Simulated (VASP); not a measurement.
Consider the following.

```
PtS2
1.0
    1.77978    -3.08267     0.00000
    1.77978     3.08267     0.00000
    0.00000     0.00000     4.54358
Pt S
1 2
Direct
  0.00000   0.00000   0.00000
  0.33333   0.66667   0.26151
  0.66667   0.33333   0.73849
```

Level of theory: LDA (Ceperley-Alder, Perdew-Zunger), VASP's LDA PAW potentials (set 64) (plane waves; VASP 6.6.1). Numerical set-up: 400 eV cut-off, 11×11×8 Γ-centred mesh, tetrahedra with Blöchl corrections, potentials Pt S.

The cores are frozen, which limits the accuracy of field gradients.

Question: Give the principal components of the electric field gradient (V/Å²) and the asymmetry η at each nucleus.

Answer: 
```json
[
 {"atom": "Pt1", "Vxx": "-84.3", "Vyy": "-84.3", "Vzz": "168.7", "η": "0.00"},
 {"atom": "S2", "Vxx": "22.4", "Vyy": "22.4", "Vzz": "-44.8", "η": "0.00"},
 {"atom": "S3", "Vxx": "22.4", "Vyy": "22.4", "Vzz": "-44.8", "η": "0.00"}
]
```

The compound is PtS2 in the 1T layered structure. It was relaxed first, which changed the volume by -9 %.
